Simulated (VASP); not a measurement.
# Initial- and final-state core-level shifts of W4O

Which atoms of W4O bind their core electrons more tightly, and does the hole change the order?

Method: PBEsol, no spin polarisation; plane waves and PAW (O, W), in the first sound run; inputs show where later runs differ, in VASP 6.6.1.

This is a report of a sequence of runs, with most program output left out.

## Step 1: The starting structure

The cell holds 20 atoms: 4 O and 16 W. Cell: a = 6.340 Å, b = 5.491 Å, c = 23.675 Å, α = 90.0°, β = 90.0°, γ = 54.7°. It derives from W. Adsorbate: added O, site ontop, coverage in monolayers 1.0, cell 2x2, faces one. Regions: adsorbate, 4 atoms (4 O); layer 1, 4 atoms (4 W); layer 2, 4 atoms (4 W); layer 3, 4 atoms (4 W); other layers, 4 atoms (4 W). Vacuum lies along c.

## Step 2: Relaxation

The free atoms are relaxed first inside the given cell, which is kept (ISIF = 0), since core levels depend on the positions.

INCAR

```
SYSTEM = W4O
PREC = Normal
ENCUT = 400
EDIFF = 1E-05
NELM = 100
ISMEAR = 0
SIGMA = 0.1
LREAL = Auto
ALGO = Fast
GGA = PS
NBANDS = 80
LWAVE = .FALSE.
LCHARG = .FALSE.
KPAR = 2
NCORE = 4
IBRION = 2
NSW = 50
ISIF = 0
EDIFFG = -0.05
```

POSCAR

```
W4O
1.0
    6.3400000000      0.0000000000      0.0000000000
    3.1700000000      4.4830569927      0.0000000000
    0.0000000000      0.0000000000     23.6745854891
O W
4 16
Selective dynamics
Direct
    0.0022643220      0.0000000000      0.6832045910  T T T
    0.5016906910      0.5000000000      0.6832045910  T T T
    0.0025338310      0.5000000000      0.6832045910  T T T
    0.5012381630      0.0000000000      0.6832045910  T T T
    0.0000000000      0.0000000000      0.6008377840  T T T
    0.5000000000      0.0000000000      0.6008377840  T T T
    0.0000000000      0.5000000000      0.6008377840  T T T
    0.5000000000      0.5000000000      0.6008377840  T T T
    0.7500000000      0.5000000000      0.5061569930  T T T
    0.2500000000      0.5000000000      0.5061569930  T T T
    0.7500000000      0.0000000000      0.5061569930  T T T
    0.2500000000      0.0000000000      0.5061569930  T T T
    0.0000000000      0.0000000000      0.4114762010  F F F
    0.5000000000      0.0000000000      0.4114762010  F F F
    0.0000000000      0.5000000000      0.4114762010  F F F
    0.5000000000      0.5000000000      0.4114762010  F F F
    0.7500000000      0.5000000000      0.3167954090  F F F
    0.2500000000      0.5000000000      0.3167954090  F F F
    0.7500000000      0.0000000000      0.3167954090  F F F
    0.2500000000      0.0000000000      0.3167954090  F F F
```

KPOINTS

```
Automatic mesh
0
Gamma
4 4 1
0 0 0
```

Potentials, in the order of the species: O and W (PBE family, release 64).

On the command line:

```
mpirun -np 8 vasp_std
```

It took 9.2 min on 8 MPI ranks of AMD EPYC 7R43, shared host; peak memory 1.6 GiB; 74 min of CPU time.

LASPH is off, so gradient terms of the non-spherical density inside the spheres are left out; for open d or f shells this can shift gaps and moments. The PAW data sets were made with PBE, which is usual practice but a small mismatch for other functionals. The data set W keeps the semicore shell frozen, which is cheaper and a little less accurate.

Step by step (22 of 23):

```
step  energy less that of the first step (eV)  largest force (eV/Å)
   1                                   0.0000                6.4875
   2                                  29.9697               60.4624
   3                                  -1.4740                5.6715
   4                                  -2.4825                4.7017
   5                                  -3.0211                5.4297
   6                                  -3.7396                1.4819
   7                                  -3.8233                1.1431
   8                                  -3.8250                1.1418
   9                                  -3.8440                1.1240
  10                                  -3.8535                1.1108
  11                                  -3.8540                1.1087
  13                                  -3.8619                1.1051
  14                                  -3.8656                1.0969
  15                                  -3.8756                1.1021
  16                                  -3.8942                1.1054
  17                                  -3.9059                1.0856
  18                                  -3.9069                1.0825
  19                                  -3.9060                1.0966
  20                                  -3.9070                1.0873
  21                                  -3.9072                1.0810
  22                                  -3.9072                1.0803
  23                                  -3.9073                1.0797
```

The atoms that moved most (Å):

```
atom      dx      dy      dz  length
  O1  -0.003   0.001  -0.207   0.208
  O2  -0.001  -0.002  -0.208   0.208
  O4   0.003  -0.001  -0.207   0.207
  O3  -0.006   0.001  -0.207   0.207
 W11   0.000   0.000  -0.072   0.072
  W9   0.000   0.000  -0.071   0.071
 W10   0.000   0.000  -0.068   0.068
 W12   0.000   0.000  -0.068   0.068
```

The relaxed structure:

```xyz
20
Lattice="6.3400 0.0000 0.0000 3.1700 4.4831 0.0000 0.0000 0.0000 23.6746" Properties=species:S:1:pos:R:3
O     0.0110    0.0009   15.9671
O     4.7644    2.2400   15.9671
O     1.5950    2.2427   15.9672
O     3.1806   -0.0012   15.9671
W     0.0008    0.0010   14.2541
W     3.1746   -0.0008   14.2541
W     1.5854    2.2427   14.2543
W     4.7591    2.2407   14.2541
W     6.3397    2.2414   11.9117
W     3.1696    2.2414   11.9146
W     4.7550   -0.0001   11.9115
W     1.5849   -0.0001   11.9147
W     0.0000    0.0000    9.7415
W     3.1700    0.0000    9.7415
W     1.5850    2.2415    9.7415
W     4.7550    2.2415    9.7415
W     6.3400    2.2415    7.5000
W     3.1700    2.2415    7.5000
W     4.7550    0.0000    7.5000
W     1.5850    0.0000    7.5000
```

Numbers from this step:

```
free energy (TOTEN)     : -239.3243 eV
energy at zero smearing : -239.2957 eV
Fermi energy            : -0.7225 eV
```

The forces on the free atoms are under 0.05 eV/Å, while the fixed ones keep up to 1.1 eV/Å.

## Step 3: Initial state

The cell without a hole gives, with ICORELEVEL = 1, the Kohn-Sham core levels of the initial state.

INCAR

```
SYSTEM = W4O
PREC = Normal
ENCUT = 400
EDIFF = 1E-05
NELM = 120
ISMEAR = 0
SIGMA = 0.1
LREAL = Auto
ALGO = Fast
GGA = PS
NBANDS = 80
LORBIT = 11
LWAVE = .FALSE.
LCHARG = .FALSE.
KPAR = 2
NCORE = 4
ICORELEVEL = 1
ISIF = 0
LVHAR = .TRUE.
```

POSCAR

```
W4O
1.0
    6.3400000000      0.0000000000      0.0000000000
    3.1700000000      4.4830569927      0.0000000000
    0.0000000000      0.0000000000     23.6745854891
O W
4 16
Direct
    0.0016247969      0.0002061742      0.6744399631
    0.5016521198      0.4996595094      0.6744393656
    0.0014401513      0.5002590884      0.6744458161
    0.5018025476      0.9997414209      0.6744412928
    0.0000258554      0.0002144580      0.6020862215
    0.5008116108      0.9998299673      0.6020857231
    0.9999406487      0.5002602099      0.6020943432
    0.5007382678      0.4998125343      0.6020839275
    0.7499642578      0.4999772884      0.5031441997
    0.2499563781      0.4999739954      0.5032671446
    0.7500128465      0.9999830614      0.5031341417
    0.2499902008      0.9999857928      0.5032699409
    0.0000000000      0.0000000000      0.4114762010
    0.5000000000      0.0000000000      0.4114762010
    0.0000000000      0.5000000000      0.4114762010
    0.5000000000      0.5000000000      0.4114762010
    0.7500000000      0.5000000000      0.3167954090
    0.2500000000      0.5000000000      0.3167954090
    0.7500000000      0.0000000000      0.3167954090
    0.2500000000      0.0000000000      0.3167954090
```

KPOINTS

```
Automatic mesh
0
Gamma
4 5 1
0 0 0
```

On the command line:

```
mpirun -np 8 vasp_std
```

It took 87 s on 8 MPI ranks; peak memory 1.6 GiB.

These are scalar-relativistic Kohn-Sham levels of the ground state, with no core hole, so they are not binding energies.

This step gave:

```
free energy (TOTEN)     : -239.3986 eV
energy at zero smearing : -239.3632 eV
Fermi energy            : -0.6763 eV
```

The two shallowest core shells; atoms whose shallowest level rounds to another's at 0.01 eV are left out. Core levels, by row:

```
atom  shell  level below the Fermi level (eV)
  O1     1s                             506.7
  W5     5p                             38.39
  W5     4f                             28.35
  W9     5p                                38
  W9     4f                             28.12
 W13     5p                             38.25
 W13     4f                              28.4
 W17     5p                              38.1
 W17     4f                             28.41
```

## Step 4: Core hole, atom W5

This step: final-state core hole with the electron kept at the Fermi level, PBEsol, no spin polarisation; plane waves and PAW (W, O, W) (VASP 6.6.1).

System of this step: W4O. The cell holds 20 atoms: 16 W and 4 O. Its edges and angles: a = 6.340 Å, b = 5.491 Å, c = 23.675 Å, α = 90.0°, β = 90.0°, γ = 54.7°. It derives from W. Adsorbate: added O, site ontop, coverage in monolayers 1.0, cell 2x2, faces one. Vacuum lies along c.

A core electron of W5 (4f) is moved to the Fermi level; this atom comes first in POSCAR as a species of its own.

INCAR: that of step 3 with these lines changed.

```diff
@@ -11,3 +11,2 @@
 NBANDS = 80
-LORBIT = 11
 LWAVE = .FALSE.
@@ -16,4 +15,7 @@
 NCORE = 4
-ICORELEVEL = 1
+ICORELEVEL = 2
+CLNT = 1
+CLN = 4
+CLL = 3
+CLZ = 1
 ISIF = 0
-LVHAR = .TRUE.
```

POSCAR: that of step 3 with these lines changed.

```diff
@@ -5,5 +5,6 @@
     0.0000000000      0.0000000000     23.6745854891
-O W
-4 16
+W O W
+1 4 15
 Direct
+    0.0000258554      0.0002144580      0.6020862215
     0.0016247969      0.0002061742      0.6744399631
@@ -12,3 +13,2 @@
     0.5018025476      0.9997414209      0.6744412928
-    0.0000258554      0.0002144580      0.6020862215
     0.5008116108      0.9998299673      0.6020857231
```

KPOINTS is that of step 3.

Potentials, in the order of the species: W, O and W (PBE family, release 64).

On the command line:

```
mpirun -np 8 vasp_std
```

Wall time 87 s (8 MPI ranks); peak memory 1.7 GiB; 11 min of CPU time.

The data set W keeps the semicore shell frozen, which is cheaper and a little less accurate.

Numbers from this step:

* free energy (TOTEN): -269.2212 eV
* energy at zero smearing: -269.1909 eV
* Fermi energy: -0.6402 eV

This is the reference for holes on W.

## Step 5: Core hole, atom W6

The same hole on the next atom.

INCAR is that of step 4.

POSCAR: that of step 4 with these lines changed.

```diff
@@ -8,3 +8,3 @@
 Direct
-    0.0000258554      0.0002144580      0.6020862215
+    0.5008116108      0.9998299673      0.6020857231
     0.0016247969      0.0002061742      0.6744399631
@@ -13,3 +13,3 @@
     0.5018025476      0.9997414209      0.6744412928
-    0.5008116108      0.9998299673      0.6020857231
+    0.0000258554      0.0002144580      0.6020862215
     0.9999406487      0.5002602099      0.6020943432
```

KPOINTS is that of step 4.

On the command line:

```
mpirun -np 8 vasp_std
```

Run time: 1.7 min. Hardware: 8 MPI ranks; peak memory 1.7 GiB; 13 min of CPU time.

Against the hole on W5 the energy differs by +0.00 eV.

## Step 6: Core hole, atom W13

INCAR is that of step 5.

POSCAR: that of step 5 with these lines changed.

```diff
@@ -8,3 +8,3 @@
 Direct
-    0.5008116108      0.9998299673      0.6020857231
+    0.0000000000      0.0000000000      0.4114762010
     0.0016247969      0.0002061742      0.6744399631
@@ -14,2 +14,3 @@
     0.0000258554      0.0002144580      0.6020862215
+    0.5008116108      0.9998299673      0.6020857231
     0.9999406487      0.5002602099      0.6020943432
@@ -20,3 +21,2 @@
     0.2499902008      0.9999857928      0.5032699409
-    0.0000000000      0.0000000000      0.4114762010
     0.5000000000      0.0000000000      0.4114762010
```

KPOINTS is that of step 5.

On the command line:

```
mpirun -np 8 vasp_std
```

Wall time 82 s (8 MPI ranks); peak memory 1.6 GiB.

Against the hole on W5 the energy differs by -0.08 eV.

## Step 7: Summary

This step: core-level shifts, PBEsol; plane waves and PAW (VASP 6.6.1).

Derived from the runs above.

A positive shift is a higher binding energy. Cost is wall time times ranks on a shared host. Core-level shifts:

```
atom   region  shell  Kohn-Sham level below the Fermi level (eV)  initial-state shift (eV)  final-state shift (eV)  shifts are from  cost (core minutes)
  W5  layer 1     4f                                       28.35                         0                       0               W5                 11.6
  W6  layer 1     4f                                       28.35                   1.00e-4                 7.42e-5               W5                13.47
 W13  layer 3     4f                                        28.4                    0.0403                -0.08259               W5                10.93
```

## Step 8: Summary of results

```json
{
 "W13 4f (layer 3), from W5": "initial state +0.04 eV, final state -0.08 eV"
}
```

**Reading.** Against W5, W13 is shifted by +0.04 eV in the initial state and by -0.08 eV with the hole, a change of sign (energies extrapolated to zero smearing). W6 has the level of the reference atom in both states, as equivalent sites do. Only these atoms were given a hole, so other sites aren't ranked. The difference of the two pictures holds the screening of the hole, but also the cell's limits: holes repeat 5.5 Å apart, and the electron from the core stays in the cell, where it moves the Fermi energy by -0.02 to +0.04 eV, less than the shifts themselves. Cell size, mesh and smearing weren't varied between the hole runs, and no dipole correction was applied to the slab. The other core electrons are frozen, spin-orbit splitting and multiplets are absent, and only shifts between atoms of one element are meaningful. Not tabulated here, as repeats of values shown or as unfit to read for their mesh, reference level or band range: core levels (core hole).

[Lines on the potential files, build, host, timing and source positions are cut from VASP's logs without a mark.]

[Logs are printed without paths, hosts, clocks, repeated set-up lines and the standing remarks that a program may print on its own settings, such as how far it seeks lower states.]

[Hosts, paths, dates, database ids (printed as entryN), source tags and the programs' standing remarks are cut or masked in the printed files.]
